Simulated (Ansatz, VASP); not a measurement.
# Ti2CO2 in two plane-wave programs

Aim: how closely do two programs agree when they are given the same cell, functional and k mesh? The cell is taken from a series of runs on this material, whose earlier steps may have relaxed, scaled, displaced or heated it; both programs get it as it stands.

Main program and level: Ansatz 0.2.0; plane waves, with VASP 6.6.1 beside it; single point at LDA.

## Step 1: The starting structure

The cell holds 5 atoms: 1 C, 2 Ti and 2 O. Its edges and angles: a = 3.040 Å, b = 3.040 Å, c = 20.000 Å, α = 90.0°, β = 90.0°, γ = 120.0°. Vacuum lies along c.

Coordinates:

```cif
data_structure
_symmetry_space_group_name_H-M 'P 1'
_symmetry_Int_Tables_number 1
_cell_length_a 3.0400
_cell_length_b 3.0400
_cell_length_c 20.0000
_cell_angle_alpha 90.000
_cell_angle_beta 90.000
_cell_angle_gamma 120.000
_cell_volume 160.07
loop_
_atom_site_label
_atom_site_type_symbol
_atom_site_fract_x
_atom_site_fract_y
_atom_site_fract_z
_atom_site_occupancy
C1 C 0.00000 0.00000 0.50000 1
Ti2 Ti 0.33333 0.66667 0.56000 1
Ti3 Ti 0.66667 0.33333 0.44000 1
O4 O 0.66667 0.33333 0.61000 1
O5 O 0.33333 0.66667 0.39000 1
```

## Step 2: Ansatz: single point, LDA

Ansatz runs on its default PAW (the set named soft_2) files.

With cell and atoms fixed, the geometry can't cause a difference; cores, projectors, grids and the points listed under the comparison can.

input.yaml

```yaml
crystal:
  lattice:
    - [3.04, 0.0, 0.0]
    - [-1.52, 2.63272, 0.0]
    - [0.0, 0.0, 20.0]
  atoms:
    - { symbol: C, position: [0.0, 0.0, 0.5] }
    - { symbol: Ti, position: [0.333333, 0.666667, 0.56] }
    - { symbol: Ti, position: [0.666667, 0.333333, 0.44] }
    - { symbol: O, position: [0.666667, 0.333333, 0.61] }
    - { symbol: O, position: [0.333333, 0.666667, 0.39] }
  periodic: [true, true, false]
kpoints:
  mp_grid: { grid: [6, 6, 1] }
hamiltonian:
  xc: lda
scf:
  occupations: { method: gaussian, width: 0.1 }
output:
  forces: true
  stress: true
  eigenvalues: true
```

Command:

```sh
$ ansatz run input.yaml --threads 4 --pin off --max-ram 14336MiB --backend cpu --events-out ev --progress --plain --runs-dir out
```

Numbers of over 12 decimals in the logs are rounded to 6 here.

The log of the run:

```text
Warning: crystal.periodic: the lattice vector that does not repeat stood 0.000° off the slab's normal, 20.000 Å along it as the deck builds it. The run solves the slab on a vector along the normal, 32.600 Å long, with every atom where it was (on the deck's vector they left 15.60 Å outside them, and the widest stretch free of ions among them is 1.20 Å). A fractional position that the run reports is one of the run's ce [...]
Warning: the atoms were moved onto the symmetric positions of the space group found under crystal.symmetry.tolerance 1.0e-5 (fractional; no operation is sought that the atoms, as they stand in a round, miss by more than twice it, and no atom is moved by as much as it), and the run uses the moved positions. Before a round's move an operation carried an atom to 3.04e-6 Å from where it should land, the largest such dist [...]
crystal.periodic: the lattice vector that does not repeat stood 0.000° off the slab's normal, 20.000 Å along it as the deck builds it. The run solves the slab on a vector along the normal, 32.600 Å long, with every atom where it was (on the deck's vector they left 15.60 Å outside them, and the widest stretch free of ions among them is 1.20 Å). A fractional position that the run reports is one of the run's cell, which [...]
Engine: ansatz 0.2.0, aarch64-unknown-linux-gnu
Pseudopotentials: kind: paw
Pseudopotential: C, paw, valence charge 4, recommended cutoff 420 eV (normal), C.paw.azcp
Pseudopotential: Ti, paw, valence charge 12, recommended cutoff 420 eV (normal), Ti.paw.azcp
Pseudopotential: O, paw, valence charge 6, recommended cutoff 420 eV (normal), O.paw.azcp
Functional definition: SPW92
  exchange = slater_x
  correlation = pw_c
Crystal: 5 atoms, lattice volume = 260.913 Å³
Basis set: ecut = 420 eV, 5065 PW (Γ)
Bands: 25, of which v1, the nominal top of the filled ones, is band 20 counted from 1 (19 counted from 0)
Symmetry: 12 space group operations
Space group: P-3m1 (ITA 164), of the structure as read, at distance tolerance 6.4e-5 Å
k-points: 7 of 36
Non-local potential: C, projectors of the file, l = 0: 2, l = 1: 2, l = 2: 1
Non-local potential: Ti, projectors of the file, l = 0: 3, l = 1: 2, l = 2: 3, l = 3: 1
Non-local potential: O, projectors of the file, l = 0: 2, l = 1: 2, l = 2: 1
PAW form: soft (Blöchl's): semilocal exchange-correlation on the pseudo side does not see the compensation charge
PAW frozen core: C, regenerated for the run's functional, and the local potential with it (the file was generated under x = pbe(κ = 0.804, μ = 0.219515), c = pbe(β = 0.066725))
PAW frozen core: Ti, regenerated for the run's functional, and the local potential with it (the file was generated under x = pbe(κ = 0.804, μ = 0.219515), c = pbe(β = 0.066725))
PAW frozen core: O, regenerated for the run's functional, and the local potential with it (the file was generated under x = pbe(κ = 0.804, μ = 0.219515), c = pbe(β = 0.066725))
PAW one-centre angular grid: C, 110 points (default); XC on 64 Gauss nodes
PAW one-centre angular grid: Ti, 590 points (default); XC on 64 Gauss nodes
PAW one-centre angular grid: O, 110 points (default); XC on 64 Gauss nodes
Initial density: superposition of atomic densities (neutral atoms: chi_scale 0, normalization atom), corrected by the library's trained network
Initial wavefunctions: pseudopotential atomic-orbital guess
Functional: x = slater, c = lda
SCF iter   1: F=—  HF=-6259.185301 eV  |F-HF|=—  |Δ(HF+E_count)|=         —  Δρ=6.35e-3  dr2=9.62e-2  ethr=1.77e-3  ⟨swp⟩=10.0  Hψ=1166  notcnv=0
preconditioner: auto → Resta (q_TF=auto, 1.996 Å⁻¹)  ε∞=2.9  [insulator: Δε(μ)=0.368 eV  Ē_g=8.255 eV  σ=0.100 eV  W_gap=0.99  n_scr=20 (ndim 8)  ℏωp=11.3 eV  f_vac=0.777  D(μ)=0.05/eV (n_scr^D=0)  ε∞_Penn≈2.9  vacuum switching on, ρ_ref=4.9e-3 e/Å³]
SCF iter   2: F=—  HF=-6259.174740 eV  |F-HF|=—  |Δ(HF+E_count)|=   1.06e-2  Δρ=5.13e-3  dr2=9.42e-2  ethr=2.40e-4  ⟨swp⟩=3.1  Hψ=409  notcnv=0  defer=4
SCF iter   3: F=—  HF=-6259.162314 eV  |F-HF|=—  |Δ(HF+E_count)|=   1.24e-2  Δρ=1.88e-3  dr2=8.86e-3  ethr=2.35e-4  ⟨swp⟩=2.3  Hψ=288  notcnv=0  defer=4
SCF iter   4: F=—  HF=-6259.161303 eV  |F-HF|=—  |Δ(HF+E_count)|=   1.01e-3  Δρ=6.30e-4  dr2=1.04e-3  ethr=2.22e-5  ⟨swp⟩=3.4  Hψ=376  notcnv=0  defer=4
SCF iter   5: F=—  HF=-6259.161393 eV  |F-HF|=—  |Δ(HF+E_count)|=   8.95e-5  Δρ=2.71e-4  dr2=2.23e-4  ethr=2.61e-6  ⟨swp⟩=3.3  Hψ=367  notcnv=0  defer=4
SCF iter   6: F=—  HF=-6259.161379 eV  |F-HF|=—  |Δ(HF+E_count)|=   1.34e-5  Δρ=1.02e-4  dr2=4.24e-5  ethr=5.58e-7  ⟨swp⟩=2.7  Hψ=281  notcnv=0  defer=4
SCF iter   7: F=—  HF=-6259.161369 eV  |F-HF|=—  |Δ(HF+E_count)|=   1.09e-5  Δρ=2.68e-5  dr2=3.43e-6  ethr=1.06e-7  ⟨swp⟩=3.1  Hψ=309  notcnv=0  defer=5
SCF iter   8: F=—  HF=-6259.161372 eV  |F-HF|=—  |Δ(HF+E_count)|=   3.25e-6  Δρ=9.35e-6  dr2=4.18e-7  ethr=8.58e-9  ⟨swp⟩=3.3  Hψ=356  notcnv=0  defer=5
SCF iter   9: F=-6259.161372 eV  HF=-6259.161372 eV  |F-HF|=8.38e-9  |Δ(HF+E_count)|=   2.09e-7  Δρ=2.84e-6  dr2=1.72e-8  ethr=2.50e-10  ⟨swp⟩=14.9  Hψ=1084  notcnv=0
SCF 1 converged in 9 iterations: F = -6259.161372 eV  dr2 = 1.72e-8
  greatest PAW one-centre occupation: 0.999 electrons in one spin orbital (limit 2), on the Ti atom at site 2 (counted from 0), in its partial waves of l = 0
SCF converged after 9 iterations
Free energy (F): -6259.161372 eV
Harris-Foulkes:  -6259.161372 eV  (|F-HF|=8.38e-9)
Internal energy: -6259.161265 eV  (E = F + TS)
E sigma→0 (E₀):  -6259.161319 eV
Entropy (-TS):   -0.000107 eV (-0.021 meV/atom)
Fermi energy:    -7.130711 eV
--- Per-component energies (eV) ---
  E_band       = -1061.803056
  E_kinetic    = 980.704892
  E_local      = -116674.290252  (includes V_loc(G=0)·N_el)
  E_nonlocal   = 143.032228
  E_hartree    = 57698.631546
  E_xc         = -388.156681
  E_vxc        = -491.831555  (∫ρ·V_xc dr)
  E_paw        = -2378.712787  (= ΣΔE_a)
  E_vpaw       = -416.693192  (= ΣTr[D̂ρ^β])
  E_aug_tail   = 0.005173  (compensation charges beyond the density's cutoff)
  E_ewald      = 54358.716041
  E_core_change = 0.908576  (= ΣΔE_core)
  E_smearing   = -0.000107  (= −TS)
  E_closure    = -0.000000  (closes the sum)
  Σ components = -6259.161372   (vs F -6259.161372, Δ=0.00e0)
--- Forces (eV/Å), atoms counted from 1 ---
  atom   1  C     -0.00000000     0.00000000     0.00000000
  atom   2  Ti    -0.00000000    -0.00000000     3.23506189
  atom   3  Ti     0.00000000     0.00000000    -3.23506189
  atom   4  O      0.00000000    -0.00000000    -1.87118663
  atom   5  O      0.00000000     0.00000000     1.87118663
  max |Σ_I F_I| component: 8.88e-16 eV/Å
--- 2D stress c σ (N/m, compression-positive) ---
      -10.543422       0.000000       0.000000
        0.000000     -10.543422       0.000000
        0.000000       0.000000       0.000000
  P = ½ c Tr σ = -10.5434 N/m
--- Band table (eV; the first three rows and the last of 7) ---
  k-point 0: bands = [... 16 lower, -10.6687, -7.8649, -7.3329, -7.3329, -6.4809, -6.4809, -5.5208, -5.2008, ... 1 higher]
  k-point 1: bands = [... 16 lower, -10.1538, -9.1148, -8.3047, -7.7740, -6.4033, -5.6691, -5.1362, -4.8610, ... 1 higher]
  k-point 2: bands = [... 16 lower, -10.5942, -9.6919, -8.7973, -8.5200, -6.7593, -5.1765, -4.9207, -4.3070, ... 1 higher]
  k-point 6: bands = [... 16 lower, -10.4316, -9.9085, -9.5887, -9.5887, -5.6009, -5.3199, -5.3199, -4.1376, ... 1 higher]
```

## Step 3: VASP: single point, LDA

The same cell, functional (in two slightly different forms), mesh and smearing now go to VASP, with its own data sets.

Lines of VASP's logs that name or quote its potential files are left out, and so is its time.

INCAR

```
SYSTEM = Ti2CO2
PREC = Accurate
ENCUT = 520
EDIFF = 1E-06
NELM = 120
ISMEAR = 0
SIGMA = 0.1
LREAL = .FALSE.
ALGO = Normal
GGA = PW92
NBANDS = 26
LASPH = .TRUE.
LORBIT = 11
LWAVE = .FALSE.
LCHARG = .FALSE.
ISIF = 2
LDIPOL = .TRUE.
IDIPOL = 3
DIPOL = 0.5 0.5 0.5
LVHAR = .TRUE.
GGA_COMPAT = .FALSE.
EFERMI = MIDGAP
NELMDL = -8
KPAR = 2
```

POSCAR

```
Ti2CO2
1.0
    3.0400000000      0.0000000000      0.0000000000
   -1.5200000000      2.6327200000      0.0000000000
    0.0000000000      0.0000000000     20.0000000000
C Ti O
1 2 2
Direct
    0.0000000000      0.0000000000      0.5000000000
    0.3333333333      0.6666666667      0.5600000000
    0.6666666667      0.3333333333      0.4400000000
    0.6666666667      0.3333333333      0.6100000000
    0.3333333333      0.6666666667      0.3900000000
```

KPOINTS

```
Automatic mesh
0
Gamma
6 6 1
0 0 0
```

The projector-augmented-wave data sets are C, Ti_sv and O (LDA family, release 64).

Command:

```sh
$ mpirun -np 2 vasp_std
```

The log of the run:

```text
[banner, memory and clock lines left out]
running    2 mpi-ranks, on    1 nodes
 distrk:  each k-point on    1 cores,    2 groups
 distr:  one band on    1 cores,    1 groups

 POSCAR found type information on POSCAR C TiO
 POSCAR found :  3 types and       5 ions
|                                                                             |
|               ----> ADVICE to this user running VASP <----                  |
|                                                                             |
|     You enforced a specific xc type in the INCAR file but a different       |
|     [... a line on the potential file left out ...]
|     I HOPE YOU KNOW WHAT YOU ARE DOING!                                     |
|                                                                             |

 LDA part: xc-table for (Slater(with rela. corr.)+PW92), standard interpolation
 POSCAR, INCAR and KPOINTS ok, starting setup
 FFT: planning ... GRIDC
 FFT: planning ... GRID_SOFT
 FFT: planning ... GRID
 WAVECAR not read
 entering main loop
       N       E                     dE             d eps       ncg     rms          rms(c)
DAV:   1     0.485343322279E+03    0.48534E+03   -0.21041E+04   404   0.146E+03
DAV:   2     0.113938211550E+02   -0.47395E+03   -0.46528E+03   444   0.441E+02
DAV:   3    -0.561665410459E+02   -0.67560E+02   -0.66627E+02   534   0.162E+02
DAV:   4    -0.623874289389E+02   -0.62209E+01   -0.62145E+01   606   0.446E+01
DAV:   5    -0.627869822343E+02   -0.39955E+00   -0.39954E+00   536   0.794E+00
DAV:   6    -0.627979574420E+02   -0.10975E-01   -0.10975E-01   550   0.168E+00
DAV:   7    -0.627985874214E+02   -0.62998E-03   -0.62998E-03   536   0.263E-01
DAV:   8    -0.627985937555E+02   -0.63341E-05   -0.63337E-05   526   0.376E-02    0.278E+01
DAV:   9    -0.509331004283E+02    0.11865E+02   -0.12456E+02   480   0.877E+01    0.148E+01
DAV:  10    -0.495944092202E+02    0.13387E+01   -0.48290E+01   482   0.447E+01    0.877E+00
DAV:  11    -0.487327944909E+02    0.86161E+00   -0.47578E+00   478   0.188E+01    0.266E+00
DAV:  12    -0.487843182043E+02   -0.51524E-01   -0.64807E-01   576   0.518E+00    0.211E+00
DAV:  13    -0.487579449613E+02    0.26373E-01   -0.79354E-01   480   0.680E+00    0.108E+00
DAV:  14    -0.487388882270E+02    0.19057E-01   -0.86283E-02   482   0.210E+00    0.293E-01
[...]
DAV:  20    -0.487395648264E+02   -0.10634E-03   -0.18975E-05   458   0.275E-02    0.110E-02
DAV:  21    -0.487396128827E+02   -0.48056E-04   -0.24415E-05   416   0.298E-02    0.484E-03
DAV:  22    -0.487396606745E+02   -0.47792E-04   -0.39463E-06   314   0.865E-03    0.362E-03
DAV:  23    -0.487396891343E+02   -0.28460E-04   -0.50068E-06   342   0.108E-02    0.302E-03
DAV:  24    -0.487397020834E+02   -0.12949E-04   -0.98854E-07   232   0.611E-03    0.127E-03
DAV:  25    -0.487397062814E+02   -0.41980E-05   -0.34205E-07   194   0.379E-03    0.690E-04
DAV:  26    -0.487397089517E+02   -0.26703E-05   -0.15067E-07   202   0.216E-03    0.214E-04
DAV:  27    -0.487397093925E+02   -0.44072E-06   -0.31746E-08   194   0.104E-03
   1 F= -.48739709E+02 E0= -.48739651E+02  d E =-.117298E-03
```

OUTCAR, selected parts (step 3):

```text
ion  position               nearest neighbor table
   1  0.000  0.000  0.500-   2 2.13   3 2.13   3 2.13   2 2.13   3 2.13   2 2.13
   2  0.333  0.667  0.560-   4 2.02   4 2.02   4 2.02   1 2.13   1 2.13   1 2.13
   3  0.667  0.333  0.440-   5 2.02   5 2.02   5 2.02   1 2.13   1 2.13   1 2.13
   4  0.667  0.333  0.610-   2 2.02   2 2.02   2 2.02
   5  0.333  0.667  0.390-   3 2.02   3 2.02   3 2.02

  LATTYP: Found a hexagonal cell.
 ALAT       =     3.0400000000
 C/A-ratio  =     6.5789473684

 Subroutine GETGRP returns: Found 12 space group operations
 (whereof 12 operations were pure point group operations)

The static configuration has the point symmetry D_3d.

 Found      7 irreducible k-points:

   k-points           NKPTS =      7   k-points in BZ     NKDIM =      7   number of bands    NBANDS=     26

   dimension x,y,z NGX =    24 NGY =   24 NGZ =  150
   dimension x,y,z NGXF=    48 NGYF=   48 NGZF=  300

   ENCUT  =  520.0 eV  38.22 Ry    6.18 a.u.   5.65  5.65 37.19*2*pi/ulx,y,z

   NELECT =      40.0000    total number of electrons

 k-points in reciprocal lattice and weights: Automatic mesh
   0.00000000  0.00000000  0.00000000       0.028
   0.16666667  0.00000000  0.00000000       0.167
   0.33333333 -0.00000000  0.00000000       0.167
   0.50000000 -0.00000000  0.00000000       0.083
   0.16666667  0.16666667  0.00000000       0.167
   0.33333333  0.16666667  0.00000000       0.333
   0.33333333  0.33333333  0.00000000       0.056

 dipolmoment           0.000000      0.000000     -0.000000 electrons x Angstroem

 average (electrostatic) potential at core
       1 -60.3640       2 -83.8806       3 -83.8806       4 -78.6106       5 -78.6106

 E-fermi :  -2.5990

 k-point     1 :       0.0000    0.0000    0.0000
  band No.  band energies     occupation
    ...
     16      -6.2370      2.00000
     17      -6.1290      2.00000
     18      -3.3330      2.00000
     19      -2.7989      1.99531
     20      -2.7989      1.99531
     21      -1.9606      0.00000
     22      -1.9605      0.00000
     23      -0.9984      0.00000
     24      -0.6841      0.00000
     25      -0.6841      0.00000
    ...

 k-point     2 :       0.1667    0.0000    0.0000
  band No.  band energies     occupation
    ...
     16      -6.1503      2.00000
     17      -5.6140      2.00000
     18      -4.5819      2.00000
     19      -3.7732      2.00000
     20      -3.2390      2.00000
     21      -1.8791      0.00000
     22      -1.1475      0.00000
     23      -0.6167      0.00000
     24      -0.3436      0.00000
     25      -0.2955      0.00000
    ...

 k-point     3 :       0.3333   -0.0000    0.0000
  band No.  band energies     occupation
    ...
     16      -6.3007      2.00000
     17      -6.0597      2.00000
     18      -5.1518      2.00000
     19      -4.2642      2.00000
     20      -3.9848      2.00000
     21      -2.2310      0.00000
     22      -0.6580      0.00000
     23      -0.4011      0.00000
     24       0.2105      0.00000
     25       0.2433      0.00000
    ...

  Total       -5.0161513     -5.0161618     -0.3473731     -0.0000000      0.0000000     -0.0000000
  in kB      -50.2080038    -50.2081096     -3.4769507     -0.0000000      0.0000000     -0.0000000
  external PRESSURE =     -34.6310214 kB  Pullay stress =       0.0000000 kB

  energy-cutoff  :      520.00
  volume of cell :      160.07
      direct lattice vectors                 reciprocal lattice vectors
     3.040000000  0.000000000  0.000000000     0.328947368  0.189917652  0.000000000
    -1.520000000  2.632720000  0.000000000     0.000000000  0.379835303  0.000000000
     0.000000000  0.000000000 20.000000000     0.000000000  0.000000000  0.050000000

 POSITION                                       TOTAL-FORCE (eV/Angst)
 -----------------------------------------------------------------------------------
      0.00000      0.00000     10.00000         0.000000      0.000000      0.000000
     -0.00000      1.75515     11.20000         0.000000      0.000000      3.210672
      1.52000      0.87757      8.80000        -0.000000      0.000000     -3.210672
      1.52000      0.87757     12.20000        -0.000000     -0.000000     -1.818023
     -0.00000      1.75515      7.80000         0.000000     -0.000000      1.818023
 -----------------------------------------------------------------------------------
    total drift:                               -0.000000      0.000000      0.000000

  FREE ENERGIE OF THE ION-ELECTRON SYSTEM (eV)
  ---------------------------------------------------
  free  energy   TOTEN  =       -48.7397093925 eV

  energy  without entropy=      -48.7395920943  energy(sigma->0) =      -48.73965074

 vacuum level on the upper side and lower side of the slab         4.551         4.551

 total charge
# of ion       s       p       d       tot
------------------------------------------
    1        0.885   1.582   0.000   2.468
    2        2.209   6.275   1.869  10.353
    3        2.209   6.275   1.869  10.353
    4        1.567   3.384   0.000   4.951
    5        1.567   3.384   0.000   4.951
--------------------------------------------------
tot          8.437  20.899   3.739  33.074

[... 3 further parts left out ...]
```

The run ends at a pressure of -3.46 GPa, with forces up to 3.2 eV/Å.

## Step 4: Side by side

Known differences besides the potentials themselves: Ansatz cuts the interaction across the vacuum, VASP repeats the sheet with a dipole correction; the cutoff is 420 eV in Ansatz and 520 eV in VASP; VASP's log shows a relativistic correction to its local exchange, Ansatz's none. Total energies have different zeros and are not compared.

Compared:

| quantity | Ansatz | VASP | difference |
| --- | --- | --- | --- |
| gap on the k mesh (eV) | 0.413 | 0.409 | +0.004 |

Forces (eV/Å; atoms numbered as in POSCAR):

| atom | Ansatz x, y, z | VASP x, y, z |
| --- | --- | --- |
| C1 | 0.000, 0.000, 0.000 | 0.000, 0.000, 0.000 |
| Ti2 | 0.000, 0.000, 3.235 | 0.000, 0.000, 3.211 |
| Ti3 | 0.000, 0.000, -3.235 | 0.000, 0.000, -3.211 |
| O4 | 0.000, 0.000, -1.871 | 0.000, 0.000, -1.818 |
| O5 | 0.000, 0.000, 1.871 | 0.000, 0.000, 1.818 |

The forces differ by 21 meV/Å r.m.s., which is 1.6 % of the r.m.s. force of 1.347 eV/Å (both taken over all components). A gap on the mesh is an upper bound, since the band edges may lie between its points. With vacuum in the cell, a pressure given here is an average over mostly empty space and none of the material.

## Step 5: Summary of results

```json
{"r.m.s. force difference (single point, LDA)": "1.6 % of the r.m.s. force"}
```

What this shows: The r.m.s. force difference is 1.6 % of the r.m.s. force (single point, LDA), within the 3 % picked in this series as the mark of a large difference. Such differences can come from data sets, numerical settings and the points named under the comparisons, not from the functional's error against experiment.

[Lines on the potential files, build, host, timing and source positions are cut from VASP's logs without a mark.]

[Logs are printed without paths, hosts, clocks, repeated set-up lines and the standing remarks that a program may print on its own settings, such as how far it seeks lower states.]

[Hosts, paths, dates, database ids (printed as entryN), source tags and the programs' standing remarks are cut or masked in the printed files.]
